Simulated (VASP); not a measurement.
Crystal: As.

```xyz
2
Lattice="1.8808 1.0859 3.5141 -1.8808 1.0859 3.5141 0.0000 -2.1718 3.5141" Properties=species:S:1:pos:R:3 pbc="T T T"
As    0.0000    0.0000    8.1597
As    0.0000    0.0000    2.3825
```

```yaml
Program: VASP 6.6.1
Task: relaxation of cell and atoms
Functional: LDA
Potentials_or_basis: VASP PAW LDA potentials, release 64 (As)
Cutoff: 600 eV
k_mesh: 12 × 12 × 12
Occupations: methfessel-paxton, width 0.1 eV
Spin: no spin polarisation
```

At the start: pressure -0.9 GPa; volume 21.53 Å³/atom.

Problem. Where does the relaxation end?

Solution. Over 12 steps the energy falls by 14.9 meV/atom and the volume is 20.42 Å³/atom (-5.2 %); space group R-3m (No. 166, to 0.05 Å).

Step by step:
| step | energy change (eV) | largest force (eV/Å) | pressure (GPa) | volume (Å³) |
| --- | --- | --- | --- | --- |
| 1 | 0.0000 | 0.3350 | -0.88 | 43.06 |
| 2 | -0.0126 | 0.1889 | -0.46 | 42.33 |
| 3 | -0.0198 | 0.0275 | 0.38 | 41.19 |
| 4 | -0.0271 | 0.0890 | -0.18 | 41.07 |
| 5 | -0.0287 | 0.1174 | -0.51 | 40.99 |
| 6 | -0.0282 | 0.0854 | 0.87 | 40.39 |
| 7 | -0.0296 | 0.0268 | 0.09 | 40.72 |
| 8 | -0.0297 | 0.0117 | -0.02 | 40.81 |
| 9 | -0.0297 | 0.0093 | -0.04 | 40.82 |
| 10 | -0.0297 | 0.0073 | 0.05 | 40.81 |
| 11 | -0.0297 | 0.0040 | 0.04 | 40.81 |
| 12 | -0.0297 | 0.0012 | 0.00 | 40.84 |

Final structure:
```xyz
2
Lattice="1.8840 1.0877 3.3216 -1.8840 1.0877 3.3216 0.0000 -2.1755 3.3216" Properties=species:S:1:pos:R:3 pbc="T T T"
As    0.0000    0.0000    7.6638
As    0.0000    0.0000    2.3009
```
